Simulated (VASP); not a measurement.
MoTe₂ (2H layered): computed properties

Method: PBEsol GGA, VASP's PBE PAW potentials (set 64) (plane waves; VASP).

* **space group**: P6_3/mmc (194)
* **cell**: a = b = 3.492 Å, c = 13.976 Å, α = β = 90.00°, γ = 120.00°
* **volume per atom**: 24.60 Å^3/atom
* **band gap (over mesh and band path)**: 0.72 eV
* **smallest direct gap (over mesh and band path)**: 1.09 eV
* **band-edge character without spin-orbit coupling**: indirect, Γ to K-Γ at 0.44
* **band gap with spin-orbit coupling**: 0.81 eV
* **density**: 7.90 g/cm³
* **mean ε∞ (independent particles)**: 18.80

```cif
data_Mo2Te4
_chemical_formula_sum 'Te4 Mo2'
_space_group_name_H-M_alt 'P63/mmc'
_space_group_IT_number 194
_space_group_name_Hall '-P 6c 2c'
_cell_length_a 3.49226
_cell_length_b 3.49226
_cell_length_c 13.97614
_cell_angle_alpha 90.000
_cell_angle_beta 90.000
_cell_angle_gamma 120.000
loop_
_atom_site_label
_atom_site_type_symbol
_atom_site_symmetry_multiplicity
_atom_site_Wyckoff_symbol
_atom_site_fract_x
_atom_site_fract_y
_atom_site_fract_z
_atom_site_occupancy
Te1 Te 4 f 0.66667 0.33333 0.12068 1
Mo1 Mo 2 c 0.33333 0.66667 0.25000 1
```

Measured: gap 1.06 eV at 4 K (computed value off by -0.34 eV), as given by Desman Perdamaian Gulo et al., Physical Review Materials (2023), doi:10.1103/physrevmaterials.7.044001; a 3.518 Å at 300 K (computed value off by -0.7 %), c 13.974 Å at 300 K (computed value off by +0.0 %), as given by arXiv:1605.07067. The calculation is for a static lattice, while the measured a, c hold thermal and zero-point effects, which are part of the difference. The path is coarsely sampled, so an indirect gap can come out somewhat too large. Without a dispersion term in the relaxation, distances and binding between the weakly bound layers, chains or molecules are unreliable, and so is what depends on them. Unless said otherwise, spin-orbit coupling is left out, though it shifts the bands of the heavy elements here.

The compound is MoTe2 in the 2H layered structure. It was relaxed first. Symmetry was kept, so distortions that lower it aren't found.
